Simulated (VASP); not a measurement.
**HfIn4SiO6: band structure with PBE**

HfIn4SiO6:

```
Hf In Si O
1.0
     2.71603   -4.70332    0.00448
     2.71603    4.70332    0.00448
    -1.86309    0.00000    7.40415
Hf In Si O
1 4 1 6
Direct
  0.20480 0.79520 0.00000
  0.37139 0.62861 0.50000
  0.53812 0.46188 0.00000
  0.03500 0.96500 0.50000
  0.70907 0.29093 0.50000
  0.87146 0.12854 0.00000
  0.10741 0.06918 0.86667
  0.93082 0.89259 0.13333
  0.83975 0.37820 0.86669
  0.62180 0.16025 0.13331
  0.19813 0.46891 0.13338
  0.53109 0.80187 0.86662
```

The cell was built by a generator and needn't be a form met in nature.

```
Program                : VASP 6.6.1
Task                   : band structure
Functional             : PBE
Potentials or basis    : VASP PAW PBE potentials, release 64 (Hf_pv, In_d, Si, O)
Cutoff                 : 520 eV
k mesh                 : 6 × 6 × 4
Occupations            : fermi-dirac, width 0.05 eV
Spin                   : spin-orbit coupling, no magnetisation
Further INCAR settings : ALGO = Normal; EDIFF = 1e-07; NBANDS = 124
```

| Quantity | Value |
| --- | --- |
| Pressure | -0.4 GPa |
| Largest force | 0.122 eV/Å |
| Valence electrons inside the program's atomic spheres | Hf 8.42; In 11.33, 11.34; Si 1.37; O 5.05 |

Forces on the atoms (eV/Å):
```
Hf   0.000 -0.007  0.000
In   0.000  0.001  0.000
In   0.000 -0.001  0.000
In   0.000 -0.006  0.000
In   0.000  0.006  0.000
Si   0.000 -0.005  0.000
O   -0.045 -0.107  0.025
O    0.045 -0.107 -0.025
O    0.111  0.014  0.021
O   -0.111  0.014 -0.021
O    0.068  0.098 -0.024
O   -0.068  0.098  0.024
```

Stress tensor (GPa, compression positive):
```
-0.31  0.00 -0.01
 0.00 -0.36  0.00
-0.01  0.00 -0.44
```

Run time: 52 min on 4 MPI ranks on Intel(R) Xeon(R) Platinum 8488C (Sapphire Rapids) (shared host), peak memory 3.8 GiB a rank.
